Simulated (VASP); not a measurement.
# PmS (P-6m2) in VASP: further runs

One crystal, PmS, is run at these levels: PBEsol+U; tasks: single point.

Program: VASP 6.6.1. These are calculated values, not measurements. Logs are shortened: lines on timing, memory, paths and dates and some standing lists are left out, and cuts for length are marked.

## 1. The crystal as given

It takes space group P-6m2 (No. 187, hexagonal). The conventional cell has a = 3.755 Å, b = 3.755 Å, c = 3.665 Å, α = 90.00°, β = 90.00°, γ = 120.00°. Pm (site symmetry -6m2) is surrounded by 6 S at 2.84 Å. S (site symmetry -6m2) has 6 Pm at 2.84 Å as nearest neighbours.

The cell comes from a database or a generator and needn't be the stable form of this composition.

## 2. Single point, PBEsol+U, collinear spin, antiferromagnetic start

The input, INCAR:

```
SYSTEM = PmS
ALGO = Normal
EDIFF = 1E-6
ENCUT = 520
GGA = PS
ISIF = 2
ISMEAR = 0
ISPIN = 2
LASPH = .TRUE.
LCHARG = .FALSE.
LDAU = .TRUE.
LDAUJ = 0 0
LDAUL = 3 -1
LDAUPRINT = 1
LDAUTYPE = 2
LDAUU = 7 0
LMAXMIX = 6
LORBIT = 11
LREAL = .FALSE.
LWAVE = .FALSE.
MAGMOM = 4 -4 0 0
NELM = 150
PREC = Accurate
SIGMA = 0.05
```

The input, KPOINTS:

```
k-points
0
G
  5 3 5
  0 0 0
```

The input, POSCAR:

```
PmS
1.0
    1.8775673300      3.2520420000      0.0000000000
   -5.6327019700      3.2520420000      0.0000000000
    0.0000000000      0.0000000000      3.6648253700
Pm S
2 2
Direct
    0.0000000000      0.0000000000      0.0000000000
    0.5000000000      0.5000000000      0.0000000000
    0.5000000000      0.8333333333      0.5000000000
    0.0000000000      0.3333333333      0.5000000000
```

Potentials or basis: VASP PAW PBE potentials, release 64 (Pm, S).

Launch:

```console
$ cat potpaw_PBE.64/Pm/POTCAR potpaw_PBE.64/S/POTCAR > POTCAR
$ mpirun -np 1 vasp_std > vasp.out
```

OUTCAR:

```text
SYSTEM = PmS
   EDIFF = 1E-6
   ENCUT = 520
   GGA = PS
   ISIF = 2
   ISMEAR = 0
   ISPIN = 2
   LASPH = .TRUE.
   LORBIT = 11
   LREAL = .FALSE.
   NELM = 150
   PREC = Accurate

 ion  position               nearest neighbor table
   1  0.000  0.000  0.000-   4 2.84   4 2.84   3 2.84   3 2.84   3 2.84   3 2.84
   2  0.500  0.500  0.000-   3 2.84   3 2.84   4 2.84   4 2.84   4 2.84   4 2.84
   3  0.500  0.833  0.500-   2 2.84   2 2.84   1 2.84   1 2.84   1 2.84   1 2.84
   4  0.000  0.333  0.500-   1 2.84   1 2.84   2 2.84   2 2.84   2 2.84   2 2.84

  LATTYP: Found a simple orthorhombic cell.
 ALAT       =     3.6648253700
 B/A-ratio  =     1.0246421786
 C/A-ratio  =     1.7747323109

  Lattice vectors:

 A1 = (   0.0000000000,   0.0000000000,   3.6648253700)
 A2 = (   1.8775673300,   3.2520420000,   0.0000000000)
 A3 = (  -5.6327019700,   3.2520420000,   0.0000000000)

Analysis of symmetry for initial positions (statically):
=====================================================================
 Subroutine PRICEL returns following result:

  LATTYP: Found a hexagonal cell.
 ALAT       =     3.7551346512
 C/A-ratio  =     0.9759504546
[... 12 lines left out ...]
 Subroutine GETGRP returns: Found  4 space group operations
 (whereof  4 operations were pure point group operations)
 out of a pool of  8 trial point group operations.

The static configuration has the point symmetry C_2v.

Analysis of symmetry for dynamics (positions and initial velocities):
=====================================================================
 Subroutine PRICEL returns following result:

  LATTYP: Found a hexagonal cell.
 ALAT       =     3.7551346512
 C/A-ratio  =     0.9759504546
[... 12 lines left out ...]
 Subroutine GETGRP returns: Found  4 space group operations
 (whereof  4 operations were pure point group operations)
 out of a pool of  8 trial point group operations.

The dynamic configuration has the point symmetry C_2v.

Analysis of structural, dynamic, and magnetic symmetry:
=====================================================================
 Subroutine PRICEL returns following result:

  LATTYP: Found a hexagonal cell.
 ALAT       =     3.7551346512
 C/A-ratio  =     0.9759504546
[... 12 lines left out ...]
 Subroutine GETGRP returns: Found  4 space group operations
 (whereof  4 operations were pure point group operations)
 out of a pool of  8 trial point group operations.
[... 219 lines left out ...]
  o =  0.9802  v =  0.0000  0.0000  0.0000  0.0000  0.0000  0.0000  0.0000 -0.0000  0.5000  0.0000 -0.0000  0.0000  0.8660 -0.0000      0.0000  0.0000  0.0000  0.0000  0.0000  0.0000  0.0000  0.0000  0.0000  0.0000  0.0000  0.0000  0.0000  0.0000

 number of electron      42.0000007 magnetization      -0.0000000

 Free energy of the ion-electron system (eV)
  ---------------------------------------------------
  ext. energy  EPLUGINS =         0.00000000
  ---------------------------------------------------
  free energy    TOTEN  =       -29.67342224 eV

  energy without entropy =      -29.67276288  energy(sigma->0) =      -29.67309256

 E-fermi :   6.8948     XC(G=0): -10.5970

 val. band max:        6.8453008204   @ k =   0.0000   0.3333   0.0000
 cond. band min:       6.9235674821   @ k =   0.0000   0.0000   0.0000
 fundamental gap:      0.0782666617
 Fermi energy:         6.8948018037

 spin component 1

 k-point     1 :       0.0000    0.0000    0.0000
  band No.  band energies     occupation
      1     -29.7769      1.00000
      2     -27.5561      1.00000
      3     -11.0329      1.00000
      4     -10.4509      1.00000
      5     -10.2568      1.00000
      6      -9.1176      1.00000
[... 493 lines left out ...]
     24      11.1121      0.00000
     25      11.5500      0.00000
 Fermi energy:         6.8948018037

 spin component 2

 k-point     1 :       0.0000    0.0000    0.0000
  band No.  band energies     occupation
      1     -29.7769      1.00000
      2     -27.5561      1.00000
      3     -11.0329      1.00000
      4     -10.4509      1.00000
      5     -10.2568      1.00000
      6      -9.1176      1.00000
[... 493 lines left out ...]
     24      11.1121      0.00000
     25      11.5500      0.00000

------------------------ aborting loop because EDIFF is reached ----------------------------------------

  FORCE on cell =-STRESS in cart. coord.  units (eV):
  Direction    XX          YY          ZZ          XY          YZ          ZX
  --------------------------------------------------------------------------------------
  -------------------------------------------------------------------------------------
  Total        7.2339237      7.1677347      5.1586414     -0.0573214      0.0000000      0.0000000
  in kB      129.4850313    128.3002679     92.3381090     -1.0260349      0.0000000      0.0000000
  external PRESSURE =     116.7078027 kB  Pullay stress =       0.0000000 kB

 VOLUME and BASIS-vectors are now :
 -----------------------------------------------------------------------------
  energy-cutoff  :      520.00
  volume of cell :       89.51
      direct lattice vectors                 reciprocal lattice vectors
     1.877567330  3.252042000  0.000000000     0.133151018  0.230624328  0.000000000
    -5.632701970  3.252042000  0.000000000    -0.133151018  0.076874776  0.000000000
     0.000000000  0.000000000  3.664825370     0.000000000  0.000000000  0.272864297

 POSITION                                       TOTAL-FORCE (eV/Angst)
 -----------------------------------------------------------------------------------
      0.00000      0.00000      0.00000         0.036382     -0.021005     -0.000000
     -1.87757      3.25204      0.00000         0.036382     -0.021005      0.000000
     -3.75513      4.33606      1.83241        -0.036382      0.021005      0.000000
     -1.87757      1.08401      1.83241        -0.036382      0.021005     -0.000000
 -----------------------------------------------------------------------------------
    total drift:                               -0.000104      0.000060      0.000000

  FREE ENERGIE OF THE ION-ELECTRON SYSTEM (eV)
  ---------------------------------------------------
  free  energy   TOTEN  =       -29.6734222414 eV

  energy  without entropy=      -29.6727628850  energy(sigma->0) =      -29.67309256

 total charge

# of ion       s       p       d       f       tot
--------------------------------------------------
    1        2.006   5.539   0.352   4.836  12.733
    2        2.006   5.539   0.352   4.836  12.733
    3        1.318   2.483   0.000   0.000   3.801
    4        1.318   2.483   0.000   0.000   3.801
--------------------------------------------------
tot          6.648  16.045   0.703   9.672  33.068

 magnetization (x)

# of ion       s       p       d       f       tot
--------------------------------------------------
    1       -0.013   0.010   0.041   4.809   4.847
    2        0.013  -0.010  -0.041  -4.809  -4.847
    3       -0.002  -0.021   0.000   0.000  -0.024
    4        0.002   0.021   0.000   0.000   0.024
--------------------------------------------------
tot          0.000   0.000   0.000   0.000   0.000
```

OSZICAR:

```text
N       E                     dE             d eps       ncg     rms          rms(c)
DAV:   1     0.477790457511E+03    0.47779E+03   -0.17650E+04  1800   0.250E+03
DAV:   2     0.878818247334E+02   -0.38991E+03   -0.38553E+03  2504   0.453E+02
DAV:   3    -0.613156858081E+01   -0.94013E+02   -0.92878E+02  3235   0.238E+02
[... 38 lines left out ...]
DAV:  42    -0.296734119967E+02   -0.13404E-04   -0.63163E-04  3086   0.228E-01    0.212E-02
DAV:  43    -0.296734162612E+02   -0.42645E-05   -0.67373E-04  3077   0.244E-01    0.108E-02
DAV:  44    -0.296734193794E+02   -0.31182E-05   -0.15503E-04  2750   0.123E-01    0.671E-03
DAV:  45    -0.296734211939E+02   -0.18146E-05   -0.58478E-06  1996   0.299E-02    0.739E-03
DAV:  46    -0.296734219661E+02   -0.77219E-06   -0.21689E-05  1712   0.554E-02    0.395E-03
DAV:  47    -0.296734222414E+02   -0.27532E-06   -0.86910E-06  1888   0.350E-02
   1 F= -.29673422E+02 E0= -.29673093E+02  d E =-.659356E-03  mag=     0.0000
```

stdout:

```text
POSCAR found type information on POSCAR PmS
 POSCAR found :  2 types and       4 ions
 scaLAPACK will be used
 -----------------------------------------------------------------------------
|                                                                             |
|                                                                             |
|     You enforced a specific xc type in the INCAR file but a different       |
|     I HOPE YOU KNOW WHAT YOU ARE DOING!                                     |
|                                                                             |
 -----------------------------------------------------------------------------

 LDA part: xc-table for (Slater+PW92), standard interpolation
 POSCAR, INCAR and KPOINTS ok, starting setup
 FFT: planning ... GRIDC
 FFT: planning ... GRID_SOFT
 FFT: planning ... GRID
 WAVECAR not read
 entering main loop
```

It took 7 min on 1 thread of AMD EPYC 7R43 (Zen 3), shared host; peak memory 0.21 GiB.

Results:

```
Free energy                                           : -29.6734 eV
Pressure                                              : 11.7 GPa
Largest force                                         : 0.042 eV/Å
Band gap on the k mesh                                : 0.08 eV
Net moment                                            : 0.00 μB per cell
Site moments                                          : Pm +4.85, -4.85; S -0.02, +0.02 μB
Valence electrons inside the program's atomic spheres : Pm 12.73; S 3.80
```

Forces on the atoms (eV/Å):
```
Pm   0.036 -0.021  0.000
Pm   0.036 -0.021  0.000
S   -0.036  0.021  0.000
S   -0.036  0.021  0.000
```

Stress tensor (GPa, compression positive):
```
12.95 -0.10  0.00
-0.10 12.83  0.00
 0.00  0.00  9.23
```

Levels at points of the mesh, in eV from the valence-band top:
Spin up:
```tsv
k point	band 19	band 20	band 21	band 22	band 23	band 24
(0.00, 0.00, 0.00)	-0.46	-0.20	-0.16	0.08	0.34	2.80
```
Spin down:
| k point | band 19 | band 20 | band 21 | band 22 | band 23 | band 24 |
| --- | --- | --- | --- | --- | --- | --- |
| (0.00, 0.00, 0.00) | -0.46 | -0.20 | -0.16 | 0.08 | 0.34 | 2.80 |

Eigenvalues of the final occupation matrices:
```tsv
site	spin	trace	eigenvalues
site 1 f	1	4.84	0.00 0.00 0.95 0.96 0.96 0.97 0.98
site 1 f	2	0.01	0.00 0.00 0.00 0.00 0.00 0.00 0.00
site 2 f	1	0.01	0.00 0.00 0.00 0.00 0.00 0.00 0.00
site 2 f	2	4.84	0.00 0.00 0.95 0.96 0.96 0.97 0.98
```

Caveat: the magnetic or orbital state may not be the lowest; the PAW data sets were made with another functional, which shifts forces and pressure a little; spin-orbit coupling is left out, which moves the levels of the heavy elements; an odd mesh through Γ misses points on the zone boundary, where band edges often lie. The state reached can hang on the start; a lower one may exist.

## 3. Single point, PBEsol+U, collinear spin, random start

This run uses another cell than the first one: it holds 2 atoms, not 4.

INCAR: that of step 2 with these lines changed.

```diff
@@ -2,3 +2,3 @@
 ALGO = Normal
-EDIFF = 1E-6
+EDIFF = 1E-7
 ENCUT = 520
@@ -20,4 +20,4 @@
 LWAVE = .FALSE.
-MAGMOM = 4 -4 0 0
-NELM = 150
+MAGMOM = -2.63 0
+NELM = 100
 PREC = Accurate
```

The input, KPOINTS:

```
k-points
0
G
  6 6 5
  0 0 0
```

The input, POSCAR:

```
PmS
1.0
    3.7551346500      0.0000000000      0.0000000000
   -1.8775673200      3.2520420000      0.0000000000
    0.0000000000      0.0000000000      3.6648253700
Pm S
1 1
Direct
    0.0000000000      0.0000000000      0.0000000000
    0.6666666667      0.3333333333      0.5000000000
```

Potentials or basis: VASP PAW PBE potentials, release 64 (Pm, S).

Launch:

```console
$ cat potpaw_PBE.64/Pm/POTCAR potpaw_PBE.64/S/POTCAR > POTCAR
$ mpirun -np 1 vasp_std > vasp.out
```

OUTCAR:

```text
SYSTEM = PmS
   EDIFF = 1E-7
   ENCUT = 520
   GGA = PS
   ISIF = 2
   ISMEAR = 0
   ISPIN = 2
   LASPH = .TRUE.
   LORBIT = 11
   LREAL = .FALSE.
   NELM = 100
   PREC = Accurate

 ion  position               nearest neighbor table
   1  0.000  0.000  0.000-   2 2.84   2 2.84   2 2.84   2 2.84   2 2.84   2 2.84
   2  0.667  0.333  0.500-   1 2.84   1 2.84   1 2.84   1 2.84   1 2.84   1 2.84

  LATTYP: Found a hexagonal cell.
 ALAT       =     3.7551346500
 C/A-ratio  =     0.9759504549

  Lattice vectors:

[... 1012 lines left out ...]

 VOLUME and BASIS-vectors are now :
 -----------------------------------------------------------------------------
  energy-cutoff  :      520.00
  volume of cell :       44.75
      direct lattice vectors                 reciprocal lattice vectors
     3.755134650  0.000000000  0.000000000     0.266302035  0.153749551  0.000000000
    -1.877567320  3.252042000  0.000000000     0.000000000  0.307499104  0.000000000
     0.000000000  0.000000000  3.664825370     0.000000000  0.000000000  0.272864297

 POSITION                                       TOTAL-FORCE (eV/Angst)
 -----------------------------------------------------------------------------------
      0.00000      0.00000      0.00000        -0.000000      0.000000      0.000000
      1.87757      1.08401      1.83241         0.000000      0.000000      0.000000
 -----------------------------------------------------------------------------------
    total drift:                                0.000000     -0.000000      0.000000

  FREE ENERGIE OF THE ION-ELECTRON SYSTEM (eV)
  ---------------------------------------------------
  free  energy   TOTEN  =       -15.0284459145 eV

  energy  without entropy=      -15.0274328694  energy(sigma->0) =      -15.02793939

 total charge

# of ion       s       p       d       f       tot
--------------------------------------------------
    1        1.999   5.580   0.684   4.015  12.277
    2        1.314   2.439   0.000   0.000   3.753
--------------------------------------------------
tot          3.312   8.018   0.684   4.015  16.030

 magnetization (x)

# of ion       s       p       d       f       tot
--------------------------------------------------
    1        0.002  -0.025  -0.274  -3.972  -4.268
    2        0.005   0.048   0.000   0.000   0.054
--------------------------------------------------
tot          0.008   0.023  -0.274  -3.972  -4.215
```

Wall time 1.8 min (1 thread of AMD EPYC 7R43 (Zen 3), shared host); peak memory 0.16 GiB.

What came out:

```yaml
Free_energy: -15.0284 eV
Pressure: 2.8 GPa
Band_gap_on_the_k_mesh: none (metal or under the smearing width)
Net_moment: -4.82 μB per cell
Site_moments: Pm -4.27; S +0.05 μB
Valence_electrons_inside_the_program's_atomic_spheres: Pm 12.28; S 3.75
```

Eigenvalues of the final occupation matrices:
```
    site  spin  trace                         eigenvalues
site 1 f     1   0.02  0.00 0.00 0.00 0.00 0.00 0.00 0.00
site 1 f     2   4.00  0.02 0.02 0.02 0.98 0.98 0.99 0.99
```

Caveat: the magnetic or orbital state may not be the lowest; the PAW data sets were made with another functional, which shifts forces and pressure a little; spin-orbit coupling is left out, which moves the levels of the heavy elements. The state reached can hang on the start; a lower one may exist.

## 4. Single point, PBEsol+U, collinear spin, ferromagnetic start

This run uses another cell than the first one: it holds 2 atoms, not 4.

The input, INCAR:

```
PREC = Accurate ; ENCUT = 520
EDIFF = 1E-7 ; ISMEAR = 0
SIGMA = 0.05 ; LREAL = F
LASPH = T ; NELM = 150
ALGO = Fast ; ISIF = 2
LWAVE = F ; LCHARG = T
ISPIN = 2 ; MAGMOM = 4 0
LORBIT = 11 ; NUPDOWN = 4
LMAXMIX = 6 ; LDAU = T
LDAUTYPE = 2 ; LDAUL = 3 -1
LDAUU = 7 0 ; LDAUJ = 0 0
LDAUPRINT = 1 ; GGA = PS
LELF = T ; LVHAR = T
NBANDS = 22
```

The input, KPOINTS:

```
regular mesh
0
Gamma
  6 6 5
```

POSCAR is that of step 3.

Launch:

```console
$ cat potpaw_PBE.64/Pm/POTCAR potpaw_PBE.64/S/POTCAR > POTCAR
$ mpirun -np 1 vasp_std > vasp.out
```

Wall time 4 min (1 thread of AMD EPYC 7R43 (Zen 3), shared host); peak memory 0.16 GiB.

Results (log left out):

```yaml
Free_energy: -14.8993 eV
Pressure: 1.5 GPa
Net_moment: 4.00 μB per cell
Site_moments: Pm +3.96; S -0.04 μB
Valence_electrons_inside_the_program's_atomic_spheres: Pm 12.27; S 3.75
```

Stress tensor (GPa, compression positive):
```
1.73 0.00 0.00
0.00 1.73 0.00
0.00 0.00 1.06
```

Eigenvalues of the final occupation matrices:
| site | spin | trace | eigenvalues |
| --- | --- | --- | --- |
| site 1 f | 1 | 3.97 | 0.01 0.01 0.01 0.98 0.98 0.99 0.99 |
| site 1 f | 2 | 0.03 | 0.00 0.00 0.00 0.00 0.00 0.01 0.01 |

Caveat: the magnetic or orbital state may not be the lowest; the PAW data sets were made with another functional, which shifts forces and pressure a little; spin-orbit coupling is left out, which moves the levels of the heavy elements; the total moment is fixed, so each spin has its own Fermi level.

## 5. Summary

```csv
spin,fixed moment (μB),k mesh,supercell matrix,further INCAR settings,gap on the mesh (eV),pressure (GPa),moment (μB)
"collinear, antiferromagnetic start",-,5 × 3 × 5,"[1, 1, 0, -1, 1, 0, 0, 0, 1]",ALGO = Normal; EDIFF = 1e-06,0.08,11.7,0.00
"collinear, random start",-,6 × 6 × 5,-,ALGO = Normal; EDIFF = 1e-07,none,2.8,4.82
"collinear, ferromagnetic start",4,6 × 6 × 5,-,ALGO = Fast; EDIFF = 1e-07; NBANDS = 22,-,1.5,4.00
```

Alike in all rows: task single point; level PBEsol+U; potentials or basis VASP PAW PBE potentials, release 64 (Pm, S); Pm f U = 7 eV; cell as given; cutoff (eV) 520; smearing gaussian 0.05 eV.

Caveats: the magnetic or orbital state may not be the lowest; the PAW data sets were made with another functional, which shifts forces and pressure a little; spin-orbit coupling is left out, which moves the levels of the heavy elements; an odd mesh through Γ misses points on the zone boundary, where band edges often lie (some runs); the total moment is fixed, so each spin has its own Fermi level (some runs).

Total energies depend on the potentials used, so only differences within one code and one set of settings carry meaning.
